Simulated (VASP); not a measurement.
OSZICAR of a VASP run on CuI (zinc blende):

### OSZICAR
```
       N       E                     dE             d eps       ncg     rms          rms(c)
DAV:   1     0.128701001879E+03    0.12870E+03   -0.90322E+03  1131   0.281E+03
DAV:   2     0.277084201428E+02   -0.10099E+03   -0.94840E+02   754   0.272E+02
DAV:   3     0.176913564124E+02   -0.10017E+02   -0.98280E+01  1276   0.120E+02
DAV:   4     0.174113265356E+02   -0.28003E+00   -0.27956E+00   809   0.148E+01
DAV:   5     0.173863363710E+02   -0.24990E-01   -0.24986E-01  1299   0.873E+00    0.781E+00
DAV:   6     0.186133770174E+02    0.12270E+01   -0.19912E+01   894   0.119E+02    0.571E+00
DAV:   7     0.192998769193E+02    0.68650E+00   -0.33599E+00   839   0.688E+01    0.185E+00
DAV:   8     0.192945698612E+02   -0.53071E-02   -0.34353E-01  1117   0.130E+01    0.910E-01
DAV:   9     0.192991123480E+02    0.45425E-02   -0.25364E-02  1153   0.404E+00    0.271E-01
DAV:  10     0.192968201107E+02   -0.22922E-02   -0.35291E-02   904   0.441E+00    0.239E-01
DAV:  11     0.192954600055E+02   -0.13601E-02   -0.44267E-02   789   0.645E+00    0.308E-01
DAV:  12     0.192961952755E+02    0.73527E-03   -0.30766E-02   874   0.557E+00    0.188E-01
DAV:  13     0.192952077114E+02   -0.98756E-03   -0.18766E-03  1130   0.145E+00    0.912E-02
DAV:  14     0.192953933744E+02    0.18566E-03   -0.60034E-04   943   0.683E-01    0.276E-02
DAV:  15     0.192953117739E+02   -0.81600E-04   -0.13323E-04  1084   0.261E-01    0.153E-02
DAV:  16     0.192953207495E+02    0.89755E-05   -0.23573E-05   819   0.811E-02    0.128E-02
DAV:  17     0.192953105798E+02   -0.10170E-04   -0.12473E-05  1037   0.723E-02    0.798E-03
DAV:  18     0.192953122598E+02    0.16800E-05   -0.85851E-06   958   0.903E-02    0.336E-03
DAV:  19     0.192953125358E+02    0.27601E-06   -0.68159E-07   824   0.110E-02    0.224E-03
DAV:  20     0.192953121052E+02   -0.43068E-06   -0.22165E-07   627   0.145E-02    0.375E-04
DAV:  21     0.192953122363E+02    0.13117E-06   -0.59670E-08   447   0.377E-03    0.564E-04
DAV:  22     0.192953121674E+02   -0.68957E-07   -0.16073E-08   437   0.248E-03
   1 F= 0.19295312E+02 E0= 0.19295312E+02  d E =-.622672E-15
```

Which electronic solver shows in the log?

It is blocked Davidson (ALGO = Normal, or the opening steps of other solvers). The INCAR had ALGO = Normal.

Can the final energy be trusted as converged?

Self-consistency was reached. It stopped with EDIFF = 1E-7, NELM = 100 (revTPSS meta-GGA, plane waves, VASP's PBE PAW potentials (set 64)).

The compound is CuI in the zinc blende structure. This cell is one point of a volume scan, at 0.97 of the reference volume.
